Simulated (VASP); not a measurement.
These are PBE GGA, VASP's PBE PAW potentials (set 64) (plane waves; VASP) values and carry that method's errors.

Input for VASP

INCAR:
```
# general
SYSTEM  = PbTe
PREC    = Normal
ENCUT   = 400
LREAL   = .FALSE.
LASPH   = .TRUE.

# electronic loop
EDIFF   = 1E-5
NELM    = 100
NELMIN  = 4
ALGO    = Fast
LMAXMIX = 4

# smearing
ISMEAR  = 0
SIGMA   = 0.05

# functional
GGA     = PE

# ions
IBRION  = 2
NSW     = 20
ISIF    = 2
EDIFFG  = -0.03

# output
LWAVE   = .FALSE.
LCHARG  = .FALSE.
```

POSCAR:
```
PbTe
1
    0.0000000000     3.2838789743     3.2838789743
    3.2838789743     0.0000000000     3.2838789743
    3.2838789743     3.2838789743     0.0000000000
Te Pb
1 1
Direct
  0.5000000000   0.5000000000   0.5000000000
  0.0000000000   0.0000000000   0.0000000000
```

### KPOINTS
```
Automatic mesh
0
Gamma
8 8 8
0 0 0
```

POTCAR, in this order: Te Pb_d (PBE.64 set). Program: vasp_std.

The run wrote:

OSZICAR:
```
       N       E                     dE             d eps       ncg     rms          rms(c)
DAV:   1     0.140805893330E+03    0.14081E+03   -0.79956E+03   820   0.111E+03
DAV:   2     0.255289382117E+01   -0.13825E+03   -0.13598E+03   860   0.309E+02
DAV:   3    -0.741502016078E+01   -0.99679E+01   -0.98581E+01  1052   0.909E+01
DAV:   4    -0.766009911836E+01   -0.24508E+00   -0.24497E+00   996   0.177E+01
DAV:   5    -0.766713537062E+01   -0.70363E-02   -0.70362E-02  1068   0.244E+00    0.300E+00
RMM:   6    -0.752447420022E+01    0.14266E+00   -0.17907E-01   812   0.319E+00    0.186E+00
RMM:   7    -0.752205429317E+01    0.24199E-02   -0.10151E-01   841   0.190E+00    0.827E-01
RMM:   8    -0.752333906283E+01   -0.12848E-02   -0.12178E-02   837   0.189E+00    0.106E-01
RMM:   9    -0.752295263145E+01    0.38643E-03   -0.40772E-03   843   0.725E-01    0.738E-02
RMM:  10    -0.752298840064E+01   -0.35769E-04   -0.87690E-04   958   0.346E-01    0.491E-02
RMM:  11    -0.752298261881E+01    0.57818E-05   -0.18861E-04   822   0.138E-01    0.149E-02
RMM:  12    -0.752298718480E+01   -0.45660E-05   -0.47362E-05   707   0.770E-02
   1 F= -.75229872E+01 E0= -.75229872E+01  d E =-.752299E+01
```

File OUTCAR:
```
------------------------ aborting loop because EDIFF is reached ----------------------------------------
  FORCE on cell =-STRESS in cart. coord.  units (eV):
  Direction    XX          YY          ZZ          XY          YZ          ZX
  --------------------------------------------------------------------------------------
  Total       -0.0033060     -0.0033060     -0.0033060      0.0000000     -0.0000000     -0.0000000
  in kB       -0.0747853     -0.0747853     -0.0747853      0.0000000     -0.0000000     -0.0000000
  external PRESSURE =      -0.0747853 kB  Pullay stress =       0.0000000 kB
  volume of cell :       70.83
      direct lattice vectors                 reciprocal lattice vectors
     0.000000000  3.283878974  3.283878974    -0.152258961  0.152258961  0.152258961
     3.283878974  0.000000000  3.283878974     0.152258961 -0.152258961  0.152258961
     3.283878974  3.283878974  0.000000000     0.152258961  0.152258961 -0.152258961
  FREE ENERGIE OF THE ION-ELECTRON SYSTEM (eV)
  ---------------------------------------------------
  free  energy   TOTEN  =        -7.5229871848 eV

  energy  without entropy=       -7.5229871848  energy(sigma->0) =       -7.52298718

 reached required accuracy - stopping structural energy minimisation
```
(Selected blocks of OUTCAR.)

The compound is PbTe in the rock salt structure. It was relaxed first, which changed the volume by +5 %.
